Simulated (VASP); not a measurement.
Here is a VASP 6.6.1 calculation.

File INCAR:

```
PREC     = Accurate       # precision mode
ENCUT    = 520            # plane-wave cutoff, eV
EDIFF    = 1E-7           # SCF threshold, eV
ISMEAR   = 0              # smearing method
SIGMA    = 0.01           # smearing width, eV
LREAL    = False          # projectors in reciprocal space
LASPH    = True           # aspherical terms in the spheres
NELM     = 60             # most SCF steps
ALGO     = Normal         # electronic algorithm
ISIF     = 2              # what is computed and relaxed
LWAVE    = False          # write WAVECAR
LCHARG   = False          # write CHGCAR
GGA      = PE             # functional
NBANDS   = 25             # bands
```

File KPOINTS:

```
Automatic mesh
0
Gamma
  1 1 1
```

The input POSCAR:

```
SiHOF3
1.0
   12.0000000000      0.0000000000      0.0000000000
    0.0000000000     12.0000000000      0.0000000000
    0.0000000000      0.0000000000     12.0000000000
O Si F H
1 1 3 1
Direct
    0.4574541700      0.5930166700      0.5976958300
    0.4939291700      0.5409250000      0.4801041700
    0.4225125000      0.5874000000      0.3805875000
    0.4820708300      0.4104833300      0.4774375000
    0.6189791700      0.5721333300      0.4602125000
    0.3831875000      0.5829500000      0.6250791700
```

Potentials or basis: VASP PAW PBE potentials, release 64 (O, Si, F, H).

Run with:

```bash
$ cat potpaw_PBE.64/O/POTCAR potpaw_PBE.64/Si/POTCAR potpaw_PBE.64/F/POTCAR potpaw_PBE.64/H/POTCAR > POTCAR
$ mpirun -np 1 vasp_gam > vasp.out
```

(1) What does it give for the largest force?

(2) Estimate the gap between the frontier levels.

## Answers

(1) 0.845 eV/Å.

(2) 7.49 eV.
